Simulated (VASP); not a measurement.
Given:

```
Au
1.0
   -1.60764     1.60764     1.60764
    1.60764    -1.60764     1.60764
    1.60764     1.60764    -1.60764
Au
1
Direct
  0.00000   0.00000   0.00000
```

All values below come from LDA (Ceperley-Alder, Perdew-Zunger), VASP's LDA PAW potentials (set 64) (plane waves; VASP). Numerical set-up: 400 eV cut-off, 18×18×18 Γ-centred mesh, tetrahedra with Blöchl corrections, potentials Au.

Unless said otherwise, spin-orbit coupling is left out, though it shifts the bands of the heavy elements here.

**Question.** Tabulate the total density of states (states/eV per cell) against energy (eV; zero at the valence-band maximum or, without a gap, the Fermi level).

**Answer.** 
```
E (eV) | DOS (states/eV)
    -9.90 |  0.04
    -9.35 | # 0.08
    -8.79 | # 0.11
    -8.24 | # 0.16
    -7.68 | ## 0.29
    -7.13 | ######## 0.96
    -6.58 | ############## 1.79
    -6.02 | ################ 2.02
    -5.47 | ############### 1.85
    -4.91 | #################### 2.53
    -4.36 | ####### 0.90
    -3.81 | ########### 1.35
    -3.25 | ######################## 2.99
    -2.70 | ############################## 3.80
    -2.14 | ########## 1.22
    -1.59 | ##### 0.57
    -1.03 | ## 0.27
    -0.48 | ## 0.28
     0.08 | ## 0.28
     0.63 | ## 0.27
     1.19 | ## 0.26
     1.74 | ## 0.25
     2.29 | ## 0.24
     2.85 | ### 0.32
     3.40 | # 0.15
```
Within 2 eV below the Fermi level the largest weight inside VASP's projection spheres is Au d.

The structure comes from a computed database's Au entry (Im-3m); how it stands against other phases isn't given here. It was relaxed first, which changed the volume by -9 %.
